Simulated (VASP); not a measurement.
Input of a VASP 6.6.1 run:

The input INCAR:

```
PREC = Accurate ; ENCUT = 600
EDIFF = 1E-7 ; ISMEAR = 1
SIGMA = 0.1 ; LREAL = F
LASPH = T ; NELM = 80
ALGO = Normal ; ISIF = 2
LWAVE = F ; LCHARG = F
GGA = PE ; IBRION = 2
NSW = 40 ; EDIFFG = -0.01
```

Contents of KPOINTS:

```
Automatic mesh
0
Gamma
  16 16 16
```

File POSCAR:

```
Rh                                      
1.0
    0.0000000000      1.9274063893      1.9274063893
    1.9274063893      0.0000000000      1.9274063893
    1.9274063893      1.9274063893      0.0000000000
  Rh            
     1
Direct
     0.0000000000000000    0.0000000000000000    0.0000000000000000
```

Potentials or basis: VASP PAW PBE potentials, release 64 (Rh_pv).

Run with:

```sh
$ cat potpaw_PBE.64/Rh_pv/POTCAR > POTCAR
$ mpirun -np 1 vasp_std > vasp.out
```

Estimate the band gap on the k mesh.

none (metal or under the smearing width).

Final structure:
```xyz
1
Lattice="0.0000 1.9274 1.9274 1.9274 0.0000 1.9274 1.9274 1.9274 0.0000" Properties=species:S:1:pos:R:3 pbc="T T T"
Rh    0.0000    0.0000    0.0000
```

Caveat: the relaxation stopped at its first step, so nothing moved.
